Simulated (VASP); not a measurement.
These are AM05 GGA, VASP's PBE PAW potentials (set 64) (plane waves; VASP 6.6.1) values and carry that method's errors. For the first row: Run with 520 eV cut-off, 8×8×8 Γ-centred mesh, first-order Methfessel-Paxton smearing of 0.10 eV, potentials Mg Sn_d.

| system | energy (eV/atom) |
|---|---|
| Mg$_{2}$Sn (antifluorite) | -2.5795 |
| Mg (hcp) | -1.6287 |
| Sn (beta) | -3.9736 |

The references are the elements' solids at the same level; no temperature or zero-point terms are added.

Task: What is the formation energy per atom of Mg2Sn?

Result: The references average (2×(-1.6287) + 1×(-3.9736))/3 = -2.4103 eV, so the formation energy is -2.5795 − (-2.4103) = -0.169 eV/atom.
